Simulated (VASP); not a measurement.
A VASP calculation is set up with these files.

File POSCAR:
```
SnS2
3.5496680
  1.0000000000   0.0000000000   0.0000000000
 -0.5000000000   0.8660252170   0.0000000000
  0.0000000000   0.0000000000   4.7712346619
Sn S
1 2
Cartesian
  0.0000000000   0.0000000000   2.3856173310
 -0.0000005000   0.5773504333   2.7992213501
  0.5000005000   0.2886747837   1.9720133118
```

**INCAR**
```
! general
SYSTEM =SnS2
PREC   =Accurate
ENCUT  =300
LREAL  =F   ! projection in real space or not
LASPH  =T   ! aspherical one-centre terms

! electronic loop
EDIFF  =1E-04   ! SCF stop (eV)
NELM   =100
ALGO   =Normal   ! blocked Davidson
LMAXMIX=4   ! l cut-off of mixed one-centre charges

! smearing
ISMEAR =-1
SIGMA  =0.1   ! width (eV)

! functional
GGA    =PE

! ions
ISIF   =2   ! forces and stress, cell fixed

! output
LWAVE  =F
LCHARG =F
```

File KPOINTS:
```
Automatic mesh
0
Gamma
4 4 1
0 0 0
```

POTCAR, in this order: Sn_d S (PBE.64 set). Program: vasp_std.

Write an equivalent input for Quantum ESPRESSO's pw.x.

One equivalent input (not run):
```
&CONTROL
  calculation = 'scf'
  pseudo_dir = './pseudo'
  outdir = './out'
  tprnfor = .true.
  tstress = .true.
/
&SYSTEM
  ibrav = 0
  nat = 3
  ntyp = 2
  ecutwfc = 72
  occupations = 'smearing'
  smearing = 'fermi-dirac'
  degauss = 0.00735
  input_dft = 'pbe'
/
&ELECTRONS
  conv_thr = 7.3e-06
  electron_maxstep = 100
/
ATOMIC_SPECIES
  Sn 118.710 Sn.upf
  S 32.060 S.upf
CELL_PARAMETERS angstrom
     3.5496680    0.0000000    0.0000000
    -1.7748340    3.0741020    0.0000000
     0.0000000    0.0000000   16.9362990
ATOMIC_POSITIONS crystal
  Sn   0.0000000  0.0000000  0.5000000
  S    0.3333330  0.6666670  0.5866870
  S    0.6666670  0.3333330  0.4133130
K_POINTS automatic
  4 4 1 0 0 0
```
What does not carry over: the potentials are each code's own (VASP's PAW set, PseudoDojo norm-conserving files in pw.x), so ENCUT and ecutwfc are chosen apart and not converted; conv_thr bounds pw.x's estimated SCF error, while EDIFF bounds the energy change between steps.

The cell is a sheet with vacuum, built from a generated structure.
